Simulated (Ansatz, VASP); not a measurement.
## MoSeS: VASP beside Ansatz

One calculation is typed for both programs; each brings its own data sets. How far apart do they land? The cell is taken from a series of runs on this material, whose earlier steps may have relaxed, scaled, displaced or heated it; both programs get it as it stands.

Program: Ansatz 0.2.0. Level of theory: plane waves, with VASP 6.6.1 beside it; PBEsol. Results are calculated unless marked as measured.

## 1. Starting point

The cell holds 3 atoms: 1 Mo, 1 S and 1 Se. Cell: a = 3.107 Å, b = 3.107 Å, c = 30.400 Å, α = 90.0°, β = 90.0°, γ = 120.0°. Vacuum lies along c.

## 2. Ansatz: zone-centre phonons, PBEsol, pair 1

Ansatz runs on its PAW soft_1 files.

Second derivatives magnify differences that forces hide, and they need a tight electronic threshold.

input.yaml

```yaml
crystal:
  lattice:
    - [3.1070149425, 0.0, 0.0]
    - [-1.5535074712, 2.6907538701, 0.0]
    - [0.0, 0.0, 30.4]
  atoms:
    - { symbol: Mo, position: [0.3333333333, 0.6666666667, 0.329779409] }
    - { symbol: S, position: [0.6666666667, 0.3333333333, 0.3810608057] }
    - { symbol: Se, position: [0.6666666667, 0.3333333333, 0.272712417] }
  periodic: [true, true, false]
kpoints:
  mp_grid: { grid: [12, 12, 1] }
hamiltonian:
  xc: pbesol
  pseudopotentials: { kind: paw, azcp: { folder: soft_1 }, xc_functional: pbe }
scf:
  occupations: { method: fixed }
output:
  eigenvalues: true
phonons:
  method: dfpt
```

The run is started by

```
$ ansatz run input.yaml --threads 4 --pin off --max-ram 16384MiB --backend cpu --events-out ev --progress --plain --runs-dir out
```

Numbers of over 12 decimals in the logs are rounded to 6 here.

What it wrote:

```text
Engine: ansatz 0.2.0, aarch64-unknown-linux-gnu
Pseudopotentials: kind: paw
Pseudopotential: Mo, paw, valence charge 14, recommended cutoff 420 eV (normal), soft_1/Mo.paw.azcp
Pseudopotential: S, paw, valence charge 6, recommended cutoff 420 eV (normal), soft_1/S.paw.azcp
Pseudopotential: Se, paw, valence charge 16, recommended cutoff 420 eV (normal), soft_1/Se.paw.azcp
Functional definition: PBEsol
  exchange = pbesol_x
  correlation = pbesol_c
Crystal: 3 atoms, lattice volume = 254.150 Å³
Basis set: ecut = 420 eV, 4949 PW (Γ), exchange–correlation on 48×48×432 points (8 copies of the dense FFT grid, shifted against one another)
Bands: 22, of which v1, the nominal top of the filled ones, is band 18 counted from 1 (17 counted from 0)
Symmetry: 6 space group operations
k-points: 43 of 144 (irreducible under 2 space group operations, time reversal used)
Non-local potential: Mo, projectors of the file, l = 0: 3, l = 1: 2, l = 2: 2, l = 3: 1
Non-local potential: S, projectors of the file, l = 0: 2, l = 1: 2, l = 2: 1
Non-local potential: Se, projectors of the file, l = 0: 2, l = 1: 2, l = 2: 3, l = 3: 1
PAW form: soft (Blöchl's): semilocal exchange-correlation on the pseudo side does not see the compensation charge
PAW frozen core: Mo, regenerated for the run's functional, and the local potential with it (the file was generated under x = pbe(κ = 0.804, μ = 0.219515), c = pbe(β = 0.066725))
PAW frozen core: S, regenerated for the run's functional, and the local potential with it (the file was generated under x = pbe(κ = 0.804, μ = 0.219515), c = pbe(β = 0.066725))
PAW frozen core: Se, regenerated for the run's functional, and the local potential with it (the file was generated under x = pbe(κ = 0.804, μ = 0.219515), c = pbe(β = 0.066725))
PAW one-centre angular grid: Mo, 590 points (default); XC on 64 Gauss nodes
PAW one-centre angular grid: S, 110 points (default); XC on 64 Gauss nodes
PAW one-centre angular grid: Se, 590 points (default); XC on 64 Gauss nodes
Initial density: superposition of atomic densities (neutral atoms: chi_scale 0, normalization atom)
Initial wavefunctions: pseudopotential atomic-orbital guess
Functional: x = pbesol(κ = 0.804, μ = 0.123457), c = pbesol(β = 0.046)
SCF iter   1: F=—  HF=-11210.160461 eV  |F-HF|=—  |Δ(HF+E_count)|=         —  Δρ=3.49e-2  dr2=4.37e0  ethr=3.10e-3  ⟨swp⟩=7.1  Hψ=5524  notcnv=0  defer=71
preconditioner: auto → Resta (q_TF=auto, 1.970 Å⁻¹)  ε∞=2.2  [insulator: Δε(μ)=1.606 eV  Ē_g=8.902 eV  n_scr=18 (ndim 8)  ℏωp=9.9 eV  f_vac=0.760  ε∞_Penn≈2.2  vacuum switching on, ρ_ref=5.7e-3 e/Å³]
SCF iter   2: F=—  HF=-11209.567346 eV  |F-HF|=—  |Δ(HF+E_count)|=   5.93e-1  Δρ=2.17e-2  dr2=4.43e0  ethr=3.10e-3  ⟨swp⟩=4.9  Hψ=2965  notcnv=0  defer=76
SCF iter   3: F=—  HF=-11209.068369 eV  |F-HF|=—  |Δ(HF+E_count)|=   4.99e-1  Δρ=1.05e-2  dr2=3.69e-1  ethr=3.10e-3  ⟨swp⟩=4.6  Hψ=2130  notcnv=0  defer=79
SCF iter   4: F=—  HF=-11209.014389 eV  |F-HF|=—  |Δ(HF+E_count)|=   5.40e-2  Δρ=4.33e-3  dr2=1.50e-1  ethr=1.02e-3  ⟨swp⟩=3.7  Hψ=1838  notcnv=0  defer=85
SCF iter   5: F=—  HF=-11209.002429 eV  |F-HF|=—  |Δ(HF+E_count)|=   1.20e-2  Δρ=2.11e-3  dr2=3.10e-2  ethr=4.17e-4  ⟨swp⟩=3.2  Hψ=1447  notcnv=0  defer=86
SCF iter   6: F=—  HF=-11209.000681 eV  |F-HF|=—  |Δ(HF+E_count)|=   1.75e-3  Δρ=9.38e-4  dr2=4.56e-3  ethr=8.62e-5  ⟨swp⟩=2.4  Hψ=1354  notcnv=0  defer=86
SCF iter   7: F=—  HF=-11209.000687 eV  |F-HF|=—  |Δ(HF+E_count)|=   6.05e-6  Δρ=1.85e-4  dr2=7.24e-5  ethr=1.27e-5  ⟨swp⟩=3.6  Hψ=1944  notcnv=0  defer=86
SCF iter   8: F=—  HF=-11209.000774 eV  |F-HF|=—  |Δ(HF+E_count)|=   8.69e-5  Δρ=1.31e-4  dr2=1.34e-4  ethr=2.01e-7  ⟨swp⟩=3.5  Hψ=2282  notcnv=0  defer=85
SCF iter   9: F=—  HF=-11209.000759 eV  |F-HF|=—  |Δ(HF+E_count)|=   1.57e-5  Δρ=4.53e-5  dr2=2.48e-5  ethr=2.01e-7  ⟨swp⟩=3.5  Hψ=1978  notcnv=0  defer=83
SCF iter  10: F=—  HF=-11209.000753 eV  |F-HF|=—  |Δ(HF+E_count)|=   5.82e-6  Δρ=7.30e-6  dr2=1.18e-7  ethr=6.88e-8  ⟨swp⟩=2.3  Hψ=1306  notcnv=0  defer=82
SCF iter  11: F=—  HF=-11209.000837 eV  |F-HF|=—  |Δ(HF+E_count)|=   8.37e-5  Δρ=2.92e-6  dr2=4.50e-8  ethr=3.27e-10  ⟨swp⟩=5.0  Hψ=2766  notcnv=0  defer=81
SCF iter  12: F=—  HF=-11209.000837 eV  |F-HF|=—  |Δ(HF+E_count)|=   3.50e-9  Δρ=2.22e-6  dr2=4.23e-8  ethr=1.25e-10  ⟨swp⟩=3.6  Hψ=1928  notcnv=0  defer=76
SCF iter  13: F=—  HF=-11209.000837 eV  |F-HF|=—  |Δ(HF+E_count)|=   4.32e-9  Δρ=5.19e-7  dr2=2.17e-9  ethr=1.17e-10  ⟨swp⟩=2.6  Hψ=1155  notcnv=0  defer=75
SCF iter  14: F=-11209.000837 eV  HF=-11209.000837 eV  |F-HF|=6.73e-10  |Δ(HF+E_count)|=   1.44e-9  Δρ=1.30e-7  dr2=8.63e-11  ethr=1.00e-12  ⟨swp⟩=19.3  Hψ=11320  notcnv=0
SCF 1 converged in 14 iterations: F = -11209.000837 eV  dr2 = 8.63e-11
  greatest PAW one-centre occupation: 1.000 electrons in one spin orbital (limit 2), on the Se atom at site 2 (counted from 0), in its partial waves of l = 2
DFPT response loops at Γ: preconditioner auto → none (the input reference at scf.mixing.eps_inf says where Resta's filter doesn't serve); β = 0.50; Broyden in place of MSR1
SCF converged after 14 iterations
Free energy (F): -11209.000837 eV
Harris-Foulkes:  -11209.000837 eV  (|F-HF|=6.73e-10)
Internal energy: -11209.000837 eV  (E = F + TS)
E sigma→0 (E₀):  -11209.000837 eV
Fermi energy:    -5.558644 eV
--- Per-component energies (eV) ---
  E_band       = -1096.120971
  E_kinetic    = 643.391736
  E_local      = -89006.367442  (includes V_loc(G=0)·N_el)
  E_nonlocal   = -167.882011
  E_hartree    = 44094.542845
  E_xc         = -349.839348
  E_vxc        = -394.798415  (∫ρ·V_xc dr)
  E_paw        = -5832.839857  (= ΣΔE_a)
  E_vpaw       = -359.549161  (= ΣTr[D̂ρ^β])
  E_aug_tail   = -0.000317  (compensation charges beyond the density's cutoff)
  E_ewald      = 39408.713857
  E_core_change = 1.279701  (= ΣΔE_core)
  E_smearing   = -0.000000  (= −TS)
  E_closure    = 0.000000  (closes the sum)
  Σ components = -11209.000837   (vs F -11209.000837, Δ=0.00e0)
--- Band table (eV; the first three rows and the last of 43) ---
  k-point 0: bands = [... 14 lower, -7.8333, -6.4622, -6.4622, -6.0197, -2.3816, -2.3816, -1.9898, -1.9898]
  k-point 1: bands = [... 14 lower, -7.7388, -6.6195, -6.5270, -5.9852, -2.6044, -2.5083, -2.3303, -2.0341]
  k-point 2: bands = [... 14 lower, -7.5863, -6.8650, -6.7589, -6.0855, -3.3833, -2.7393, -2.6112, -1.7537]
  k-point 42: bands = [... 14 lower, -9.0322, -8.5864, -7.3771, -5.9732, -3.5045, -2.6495, -2.3701, -0.8167]
--- Phonons (Γ-DFPT): 6 representative perturbations + reference, on 43 of 144 k-points (Σ response iterations 29) ---
  k mesh reduced under 2 symmetry operations, with k and −k counted as one. Each operation leaves every solved perturbation unchanged. A smaller set is not used because it would not reduce the number of displacements times k-points to solve
  ASR residual: 1.489e-4 → 0.000e0 eV/Å²; symmetrization residual: 5.683e-6 eV/Å²
  ASR residual per site (eV/Å²): 4.31e-5 1.20e-4 1.49e-4
  Γ frequencies (cm⁻¹): 0.00 0.00 0.00 209.40 209.40 292.59 364.38 364.38 453.00
  non-analytic LO–TO correction: not included (Born effective charges unavailable; polar crystals: no LO–TO splitting at Γ)
```

[end of part 1 of 3]

[Lines on the potential files, build, host, timing and source positions are cut from VASP's logs without a mark.]

[Logs are printed without paths, hosts, clocks, repeated set-up lines and the standing remarks that a program may print on its own settings, such as how far it seeks lower states.]

[Hosts, paths, dates, database ids (printed as entryN), source tags and the programs' standing remarks are cut or masked in the printed files.]
